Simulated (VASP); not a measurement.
Write an ASE script for VASP 6.6.1 that does the following.

```yaml
Task: band structure
Functional: LDA
Potentials_or_basis: VASP PAW LDA potentials, release 64 (Ge_d, Ga_d)
Cutoff: 520 eV
k_mesh: 5 × 5 × 5
Occupations: gaussian, width 0.01 eV
Spin: no spin polarisation
Further_INCAR_settings: ALGO = Normal; EDIFF = 1.00e-06; NBANDS = 65; ISYM = 0
```

The system is GaGe3.

```xyz
8
Lattice="5.9850 0.0000 0.0000 -2.9925 5.1832 0.0000 0.0000 0.0000 5.0350" Properties=species:S:1:pos:R:3 pbc="T T T"
Ge    0.0000    1.6955    1.2587
Ge    1.5241    4.3354    1.2587
Ge   -1.5241    4.3354    1.2587
Ge    2.9925    3.4877    3.7762
Ge    1.4684    0.8478    3.7762
Ge    4.5167    0.8478    3.7762
Ga    0.0000    3.4555    3.7762
Ga    2.9925    1.7277    1.2587
```

The cell comes from a database or a generator and needn't be the stable form of this composition.

One way to write it, as run:

run.py

```python
from ase.calculators.vasp import Vasp
from ase.dft.bandgap import bandgap
from ase.spacegroup import crystal

atoms = crystal(
    ['Ge', 'Ga'],
    basis=[[0.163561505, 0.3271230099, 0.25], [0.3333333333, 0.6666666667, 0.75]],
    spacegroup=194,
    setting=1,
    cellpar=[5.98503591, 5.98503591, 5.034952, 90.0, 90.0, 120.0],
    primitive_cell=True,
)
calc = Vasp(
    directory='calc',
    xc='lda',
    pp='LDA',
    setups='recommended',
    prec='Accurate',
    encut=520,
    ediff=1e-06,
    ismear=0,
    sigma=0.01,
    lreal=False,
    lasph=True,
    nelm=60,
    algo='Normal',
    isif=2,
    lwave=False,
    lcharg=True,
    kpts=[5, 5, 5],
    gamma=True,
    nbands=65,
)
atoms.calc = calc

print('energy (eV):', atoms.get_potential_energy())
print('free energy (eV):', atoms.get_potential_energy(force_consistent=True))
efermi = calc.get_fermi_level()
print('Fermi level (eV):', efermi)
path = atoms.cell.bandpath(npoints=40, eps=1e-4)
print('path:', path.path)
calc.set(kpts=path.kpts, reciprocal=True, icharg=11, isym=0, lcharg=False)
calc.calculate(atoms)
print('gap on the path (eV):', bandgap(calc, efermi=efermi)[0])
print('direct gap on the path (eV):', bandgap(calc, efermi=efermi, direct=True)[0])
```

Potentials or basis: VASP PAW LDA potentials, release 64 (Ge_d, Ga_d).

Launch:

```console
$ python run.py
```

It gave:

The band gap along the path is none (metal or under the smearing width).

Caveat: the log is that of the step along the path at fixed density, whose energy, stress, charges and moments have no meaning.

Wall time 6 min on 1 thread of Intel(R) Xeon(R) Platinum 8375C CPU @ 2.90GHz (Ice Lake) (shared host), peak memory 0.4 GiB.
